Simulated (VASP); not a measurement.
Consider the following.

```xyz
2
Lattice="3.5431 0.0000 0.0000 0.0000 3.5431 0.0000 0.0000 0.0000 3.5421" Properties=species:S:1:pos:R:3 pbc="T T T"
Zn     1.7715     1.7715     1.7711
Dy     0.0000     0.0000     0.0000
```

Computed with r2SCAN meta-GGA with spin-orbit coupling, VASP's PBE PAW potentials (set 64) (plane waves; VASP 6.6.1). Run with 400 eV cut-off, 9×9×9 Γ-centred mesh, Gaussian smearing of 0.050 eV, potentials Zn Dy_3.

The 4f electrons are frozen in the core of the lanthanide potential, so 4f levels, which can set the real gap, and their magnetism are missing.

### Question
Give the energies of bands 17 to 27 at the high-symmetry points, in eV from the Fermi level.

### Answer

```json
[
 {"band": "17", "Γ": "-7.08", "X": "-4.32", "M": "-4.30", "Z": "-4.31", "R": "-4.30", "A": "-2.21"},
 {"band": "18", "Γ": "-7.08", "X": "-4.32", "M": "-4.30", "Z": "-4.31", "R": "-4.30", "A": "-2.21"},
 {"band": "19", "Γ": "-0.01", "X": "-3.81", "M": "-0.36", "Z": "-3.81", "R": "-0.36", "A": "-2.21"},
 {"band": "20", "Γ": "-0.01", "X": "-3.81", "M": "-0.36", "Z": "-3.81", "R": "-0.36", "A": "-2.21"},
 {"band": "21", "Γ": "-0.01", "X": "0.54", "M": "-0.05", "Z": "0.54", "R": "-0.05", "A": "-2.20"},
 {"band": "22", "Γ": "-0.01", "X": "0.54", "M": "-0.05", "Z": "0.54", "R": "-0.05", "A": "-2.20"},
 {"band": "23", "Γ": "4.78", "X": "1.51", "M": "0.20", "Z": "1.51", "R": "0.20", "A": "-0.36"},
 {"band": "24", "Γ": "4.78", "X": "1.51", "M": "0.20", "Z": "1.51", "R": "0.20", "A": "-0.36"},
 {"band": "25", "Γ": "4.91", "X": "1.65", "M": "3.14", "Z": "1.65", "R": "3.14", "A": "5.32"},
 {"band": "26", "Γ": "4.91", "X": "1.65", "M": "3.14", "Z": "1.65", "R": "3.14", "A": "5.32"},
 {"band": "27", "Γ": "4.91", "X": "5.18", "M": "3.26", "Z": "5.18", "R": "3.26", "A": "6.19"}
]
```

It has no gap at this level: it comes out as a metal or semimetal.

The structure comes from a measured DyZn entry (P4/mmm) of the Crystallography Open Database, whose conditions weren't checked. It was relaxed first. The relaxed cell has space group Pm-3m.
